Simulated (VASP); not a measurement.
Output of a VASP run:

### OSZICAR
```
...
DAV:   6    -0.949336391006E+01    0.97708E+00   -0.19303E+00  1110   0.128E+01    0.177E+00
DAV:   7    -0.943773241536E+01    0.55631E-01   -0.36839E-01  1068   0.366E+00    0.832E-01
DAV:   8    -0.943020631381E+01    0.75261E-02   -0.36918E-02  1266   0.235E+00    0.152E-01
DAV:   9    -0.942912587567E+01    0.10804E-02   -0.53139E-03  1225   0.949E-01    0.532E-02
DAV:  10    -0.942915827588E+01   -0.32400E-04   -0.41235E-04  1114   0.210E-01    0.239E-02
DAV:  11    -0.942916156622E+01   -0.32903E-05   -0.68238E-05  1201   0.115E-01    0.697E-03
DAV:  12    -0.942916003068E+01    0.15355E-05   -0.46413E-06  1115   0.221E-02    0.182E-03
DAV:  13    -0.942916007109E+01   -0.40405E-07   -0.30374E-07   590   0.481E-03
   1 F= -.30028780E+01 E0= -.30028780E+01  d E =-.300288E+01
       N       E                     dE             d eps       ncg     rms          rms(c)
DAV:   1    -0.133826267365E+02   -0.39535E+01   -0.10404E+02  1115   0.186E+02    0.124E+01
DAV:   2    -0.894807342517E+01    0.44346E+01   -0.79632E+00  1090   0.819E+01    0.454E+00
DAV:   3    -0.828812003423E+01    0.65995E+00   -0.20265E+00  1181   0.336E+01    0.512E-01
DAV:   4    -0.829508280134E+01   -0.69628E-02   -0.10257E-01  1149   0.352E+00    0.307E-01
DAV:   5    -0.830345003793E+01   -0.83672E-02   -0.13490E-02  1105   0.135E+00    0.907E-02
DAV:   6    -0.830387462274E+01   -0.42458E-03   -0.29249E-03  1277   0.684E-01    0.568E-02
DAV:   7    -0.830375359669E+01    0.12103E-03   -0.19903E-04   943   0.140E-01    0.110E-02
DAV:   8    -0.830375547370E+01   -0.18770E-05   -0.41275E-05  1109   0.611E-02    0.346E-03
DAV:   9    -0.830375655066E+01   -0.10770E-05   -0.17069E-06   861   0.116E-02    0.106E-03
DAV:  10    -0.830375620845E+01    0.34221E-06   -0.15082E-07   485   0.428E-03
   2 F= -.28274949E+01 E0= -.28274949E+01  d E =0.175383E+00
       N       E                     dE             d eps       ncg     rms          rms(c)
DAV:   1    -0.111644370401E+02   -0.28607E+01   -0.56179E+01  1140   0.180E+02    0.737E+00
DAV:   2    -0.949188798819E+01    0.16725E+01   -0.32077E+00  1125   0.383E+01    0.313E+00
DAV:   3    -0.915531969648E+01    0.33657E+00   -0.14259E+00  1356   0.229E+01    0.361E-01
DAV:   4    -0.915464755757E+01    0.67214E-03   -0.43233E-02  1060   0.254E+00    0.191E-01
DAV:   5    -0.915531776911E+01   -0.67021E-03   -0.82315E-03  1259   0.180E+00    0.154E-01
DAV:   6    -0.915492617074E+01    0.39160E-03   -0.22907E-03  1135   0.925E-01    0.335E-02
DAV:   7    -0.915488107081E+01    0.45100E-04   -0.23891E-04  1035   0.163E-01    0.767E-03
DAV:   8    -0.915488371478E+01   -0.26440E-05   -0.16566E-05  1422   0.550E-02    0.387E-03
DAV:   9    -0.915488277261E+01    0.94217E-06   -0.92798E-07   635   0.153E-02
   3 F= -.30632316E+01 E0= -.30632316E+01  d E =-.603536E-01
       N       E                     dE             d eps       ncg     rms          rms(c)
DAV:   1    -0.914538029705E+01    0.95034E-02   -0.12681E-02  1130   0.239E+00    0.119E-01
DAV:   2    -0.914494605869E+01    0.43424E-03   -0.75567E-04  1095   0.631E-01    0.486E-02
DAV:   3    -0.914486675513E+01    0.79304E-04   -0.29519E-04  1323   0.357E-01    0.469E-03
DAV:   4    -0.914486792563E+01   -0.11705E-05   -0.88126E-06   970   0.323E-02    0.298E-03
DAV:   5    -0.914486961452E+01   -0.16889E-05   -0.21882E-06   920   0.238E-02    0.158E-03
DAV:   6    -0.914486965988E+01   -0.45365E-07   -0.35251E-07   470   0.116E-02
   4 F= -.30633008E+01 E0= -.30633008E+01  d E =-.604228E-01
```

**OUTCAR**
```
------------------------ aborting loop because EDIFF is reached ----------------------------------------
  FORCE on cell =-STRESS in cart. coord.  units (eV):
  Direction    XX          YY          ZZ          XY          YZ          ZX
  --------------------------------------------------------------------------------------
  Total        6.0746796      6.0746796      6.0746796     -0.0000000     -0.0000000     -0.0000000
  in kB      299.6601597    299.6601597    299.6601597     -0.0000000     -0.0000000     -0.0000000
  external PRESSURE =      -0.3398403 kB  Pullay stress =     300.0000000 kB
  volume of cell :       32.48
      direct lattice vectors                 reciprocal lattice vectors
    -0.000000000  2.532357326  2.532357326    -0.197444490  0.197444490  0.197444490
     2.532357326  0.000000000  2.532357326     0.197444490 -0.197444490  0.197444490
     2.532357326  2.532357326  0.000000000     0.197444490  0.197444490 -0.197444490
 POSITION                                       TOTAL-FORCE (eV/Angst)
 -----------------------------------------------------------------------------------
      5.06471      5.06471      5.06471         0.000000      0.000000      0.000000
      1.26618      1.26618      1.26618        -0.000000     -0.000000     -0.000000
 -----------------------------------------------------------------------------------
    total drift:                               -0.000000     -0.000000     -0.000000
  FREE ENERGIE OF THE ION-ELECTRON SYSTEM (eV)
  ---------------------------------------------------
  free  energy   TOTEN  =        -9.1448696599 eV

  energy  without entropy=       -9.1448696599  energy(sigma->0) =       -9.14486966
  enthalpy is  TOTEN    =        -3.0633008153 eV   P V=        6.0815688446

 reached required accuracy - stopping structural energy minimisation
```
(Selected blocks of OUTCAR.)

POSCAR:
```
BBi
1
    0.0000000000     2.5793268076     2.5793268076
    2.5793268076     0.0000000000     2.5793268076
    2.5793268076     2.5793268076     0.0000000000
B Bi
1 1
Direct
  0.0000000000   0.0000000000   0.0000000000
  0.2500000000   0.2500000000   0.2500000000
```

### Question
Write an INCAR and KPOINTS that could have produced this output.

### Answer
This is not unique; one that fits is the input of the run itself, PBEsol GGA, plane waves, VASP's PBE PAW potentials (set 64).

KPOINTS:
```
Automatic mesh
0
Gamma
9 9 9
0 0 0
```

### INCAR
```
SYSTEM = BBi
PREC = Accurate
ENCUT = 620
EDIFF = 1E-6
NELM = 100
ALGO = Normal
LREAL = .FALSE.
LASPH = .TRUE.
ISMEAR = 0
SIGMA = 0.05
GGA = PS
LMAXMIX = 4
LWAVE = .FALSE.
LCHARG = .FALSE.
IBRION = 2
ISIF = 3
NSW = 40
EDIFFG = -0.02
PSTRESS = 300
```

POTCAR, in this order: B Bi_d (PBE.64 set). Program: vasp_std.

Energy and stress use the plane-wave basis of the starting cell.

The structure was generated: BBi was put into the zinc blende type (F-43m), which need not be its known phase. This run relaxes it under an external pressure of 30 GPa. Symmetry was kept, so distortions that lower it aren't found.
